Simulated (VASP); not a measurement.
These are optB88-vdW, VASP's PBE PAW potentials (set 64) (plane waves; VASP 6.6.1) values and carry that method's errors.

VASP input:

**INCAR**
```
! general
SYSTEM    =  C
PREC      =  Accurate
ENCUT     =  520
LREAL     =  F
LASPH     =  T

! electronic loop
EDIFF     =  1E-6
NELM      =  100
ALGO      =  Normal

! smearing
ISMEAR    =  1
SIGMA     =  0.1

! functional
GGA       =  BO
LUSE_VDW  =  T
AGGAC     =  0.0
PARAM1    =  0.1833333333
PARAM2    =  0.22

! ions
IBRION    =  2
NSW       =  60
ISIF      =  3
EDIFFG    =  -0.02

! output
LWAVE     =  F
LCHARG    =  F
```

**KPOINTS**
```
Automatic mesh
0
Gamma
13 13 4
0 0 0
```

### POSCAR
```
C
1.0
  1.2331778240  -2.1359261492   0.0000000000
  1.2331778240   2.1359261492   0.0000000000
  0.0000000000   0.0000000000   6.7043607959
C
4
Cartesian
  0.0000000000   0.0000000000   1.6760901990
  0.0000000000   0.0000000000   5.0282705969
  1.2331778240   0.7119768070   1.6760901990
  1.2331778240  -0.7119768070   5.0282705969
```

POTCAR, in this order: C (PBE.64 set). Program: vasp_std.

Question: Predict the energy per atom (σ→0).

Answer: 
```json
{
  "energy per atom (σ→0)": "-8.029 eV/atom"
}
```

**OSZICAR**
```
...
DAV:   6    -0.326939039933E+02    0.18785E+01   -0.20077E+00  1756   0.966E+00    0.513E+00
DAV:   7    -0.321107610851E+02    0.58314E+00   -0.22258E+00  1800   0.103E+01    0.137E+00
DAV:   8    -0.321171392180E+02   -0.63781E-02   -0.69040E-02  1728   0.182E+00    0.157E-01
DAV:   9    -0.321164817512E+02    0.65747E-03   -0.23310E-03  1916   0.376E-01    0.689E-02
DAV:  10    -0.321165404023E+02   -0.58651E-04   -0.20516E-04  1864   0.122E-01    0.381E-02
DAV:  11    -0.321165384091E+02    0.19932E-05   -0.54948E-06  1936   0.209E-02    0.189E-03
DAV:  12    -0.321165383199E+02    0.89243E-07   -0.99727E-08  1360   0.340E-03
   1 F= -.32116538E+02 E0= -.32116570E+02  d E =-.321165E+02
```

The compound is C in the graphite structure. It was relaxed first. The start is the result of an earlier pass.
